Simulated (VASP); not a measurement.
A run of VASP 6.6.1 is set up as follows.

INCAR

```
  PREC = Accurate
  ENCUT = 520
  EDIFF = 1E-7
  ISMEAR = 0
  SIGMA = 0.05
  LREAL = False
  LASPH = True
  NELM = 80
  ALGO = Normal
  ISIF = 2
  LWAVE = False
  LCHARG = True
  LMAXMIX = 4
  LDAU = True
  LDAUTYPE = 2
  LDAUL = 2 -1
  LDAUU = 4 0
  LDAUJ = 0 0
  LDAUPRINT = 1
  GGA = PE
  LELF = True
  LVHAR = True
  NBANDS = 21
```

The input KPOINTS:

```
Automatic mesh
0
Gamma
  6 6 4
```

File POSCAR:

```
RuCl2
1.0
    3.5496909800      0.0000000000      0.0000000000
   -1.7748454900      3.0741225600      0.0000000000
    0.0000000000      0.0000000000      5.7263882700
Ru Cl
1 2
Direct
    0.0000000000      0.0000000000      0.0000000000
    0.3333333333      0.6666666667      0.2520000000
    0.6666666667      0.3333333333      0.7480000000
```

Potentials or basis: VASP PAW PBE potentials, release 64 (Ru_pv, Cl).

Launch:

```bash
$ cat potpaw_PBE.64/Ru_pv/POTCAR potpaw_PBE.64/Cl/POTCAR > POTCAR
$ mpirun -np 1 vasp_std > vasp.out
```

Q: Estimate the pressure.

A: -2.0 GPa.

Q: Estimate the band gap on the k mesh.

A: 2.68 eV, indirect (least direct gap 2.80 eV).

Eigenvalues of the final occupation matrices:
```
    site  spin  trace               eigenvalues
site 1 d     1   3.03  0.20 0.20 0.88 0.88 0.88
site 1 d     2   3.03  0.20 0.20 0.88 0.88 0.88
```

Caveat: forces of over 1 eV/Å show positions far from the minimum, so gaps and moduli don't describe the material at rest. A k mesh can miss the band edges.
